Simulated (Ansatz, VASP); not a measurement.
# Be4PPd in VASP and in Ansatz

```
Be P Pd
1.0
     0.00000    3.10668    3.10668
     3.10668    0.00000    3.10668
     3.10668    3.10668    0.00000
Be P Pd
4 1 1
Direct
  0.62495 0.12516 0.62495
  0.62495 0.62495 0.62495
  0.12516 0.62495 0.62495
  0.62495 0.62495 0.12516
  0.25000 0.25000 0.25000
  0.00000 0.00000 0.00000
```

Change from the starting cell: species swapped into the YbCdNi4 type (F-43m, No. 216).

Alike in both runs: task relaxation of cell and atoms; functional PBE; k mesh 10 × 10 × 10; occupations gaussian, width 0.1 eV; no spin polarisation.

```csv
,VASP,Ansatz
version,VASP 6.6.1,Ansatz 0.2.0
potentials or method,"VASP PAW PBE potentials, release 64 (Be, P, Pd)","scalar-relativistic, plane waves, PAW"
plane-wave cutoff (eV),600,420
valence electrons in the cell,23,31
```

|  | VASP | Ansatz | Ansatz less VASP |
| --- | --- | --- | --- |
| gap on the k mesh at the Fermi level, each at its own relaxed structure (eV) | none | none | - |
| relaxed volume (Å³/atom) | 10.22 | 10.21 | -0.006 |
| relaxed cell length with the largest relative difference (Å) | 4.426 | 4.425 | -0.0008 |
| energy change over the relaxation (meV/atom) | -2 | -2 | 0.0 |

A gap of «none» marks a metal or a gap that the smearing closes. The two sets of potentials don't hold the same shells in valence.
